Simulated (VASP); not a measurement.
Here is a VASP 6.6.1 calculation.

The input INCAR:

```
PREC = Accurate
ENCUT = 600
EDIFF = 1E-7
ISMEAR = 1
SIGMA = 0.1
LREAL = F
LASPH = T
NELM = 80
ALGO = Normal
ISIF = 2
LWAVE = F
LCHARG = F
GGA = PE
IVDW = 12
IBRION = 2
NSW = 40
EDIFFG = -0.01
```

File KPOINTS:

```
regular mesh
0
Gamma
  16 16 16
```

POSCAR

```
Al                                      
1.0
    0.0000000000      1.9643255278      1.9643255278
    1.9643255278      0.0000000000      1.9643255278
    1.9643255278      1.9643255278      0.0000000000
  Al            
     1
Direct
     0.0000000000000000    0.0000000000000000    0.0000000000000000
```

Potentials or basis: VASP PAW PBE potentials, release 64 (Al).

The run is started by

```sh
$ cat potpaw_PBE.64/Al/POTCAR > POTCAR
$ mpirun -np 1 vasp_std > vasp.out
```

What does it give for the dispersion energy per atom?

-0.367 eV.

Predict the band gap on the k mesh.

none (metal or under the smearing width).

Final structure:
```
CELL_PARAMETERS angstrom
0.00000 1.96433 1.96433
1.96433 0.00000 1.96433
1.96433 1.96433 0.00000
ATOMIC_POSITIONS crystal
Al 0.00000 0.00000 0.00000
```

Caveat: the relaxation stopped at its first step, so nothing moved.
